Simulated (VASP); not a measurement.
Here is the system:

```xyz
4
Lattice="-2.0840 2.0840 4.0315 2.0840 -2.0840 4.0315 2.0840 2.0840 -4.0315" Properties=species:S:1:pos:R:3 pbc="T T T"
Cd     0.0000     0.0000     0.0000
Au     0.0000     2.0840     2.0157
Au     2.0840     0.0000     2.0157
Au     0.0000     0.0000     4.0315
```

The numbers are results of PBEsol GGA, VASP's PBE PAW potentials (set 64) (plane waves; VASP), not measurements. Settings: 400 eV cut-off, 12×12×12 Γ-centred mesh, tetrahedra with Blöchl corrections, potentials Cd Au.

The cores are frozen, which limits the accuracy of field gradients.

Give the principal components of the electric field gradient (V/Å²) and the asymmetry η at each nucleus.

| atom | Vxx | Vyy | Vzz | η |
|---|---|---|---|---|
| Cd1 | 2.3 | 2.3 | -4.7 | 0.00 |
| Au2 | -14.2 | -14.2 | 28.5 | 0.00 |
| Au3 | -14.2 | -14.2 | 28.5 | 0.00 |
| Au4 | 31.7 | 31.7 | -63.3 | 0.00 |

The structure comes from a computed database's CdAu3 entry (I4/mmm); how it stands against other phases isn't given here. It was relaxed first.
